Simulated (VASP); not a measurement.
Input for VASP

POSCAR:
```
TiN
1.0
  0.0000000000   2.1086819903   2.1086819903
  2.1086819903   0.0000000000   2.1086819903
  2.1086819903   2.1086819903   0.0000000000
Ti N
1 1
Cartesian
  0.0000000000   0.0000000000   0.0000000000
  2.1086819903   2.1086819903   2.1086819903
```

### INCAR
```
ISIF=2
LASPH=T   # aspherical one-centre terms
EDIFF=1E-7
ENCUT=520   # plane-wave cut-off (eV)
SYSTEM=TiN
LUSE_VDW=T
AGGAC=0.0
LMAXMIX=4   # l cut-off of mixed one-centre charges
ALGO=Normal   # blocked Davidson
LWAVE=F
PREC=Accurate
GGA=CX
NELM=100   # most electronic steps
LCHARG=T
NEDOS=601   # DOS grid
ISMEAR=-5
LREAL=F   # projection in real space or not
LORBIT=11   # lm-projected
```

**KPOINTS**
```
Automatic
0
Gamma
 17 17 17
0 0 0
```

POTCAR, in this order: Ti_sv N (PBE.64 set). Program: vasp_std.

Q: Write an equivalent input for Quantum ESPRESSO's pw.x.

A: One equivalent input (not run):
```
&CONTROL
  calculation = 'scf'
  pseudo_dir = './pseudo'
  outdir = './out'
  tprnfor = .true.
  tstress = .true.
/
&SYSTEM
  ibrav = 0
  nat = 2
  ntyp = 2
  ecutwfc = 84
  occupations = 'tetrahedra'
  input_dft = 'vdw-df-cx'
/
&ELECTRONS
  conv_thr = 7.3e-09
  electron_maxstep = 100
/
ATOMIC_SPECIES
  Ti 47.867 Ti.upf
  N 14.007 N.upf
CELL_PARAMETERS angstrom
    -0.0000000    2.1086820    2.1086820
     2.1086820   -0.0000000    2.1086820
     2.1086820    2.1086820   -0.0000000
ATOMIC_POSITIONS crystal
  Ti   0.0000000  0.0000000  0.0000000
  N    0.5000000  0.5000000  0.5000000
K_POINTS automatic
  17 17 17 0 0 0
```
Limits of the translation: the potentials are each code's own (VASP's PAW set, PseudoDojo norm-conserving files in pw.x), so ENCUT and ecutwfc are chosen apart and not converted; conv_thr bounds pw.x's estimated SCF error, while EDIFF bounds the energy change between steps.

The compound is TiN in the rock salt structure. It was relaxed first.
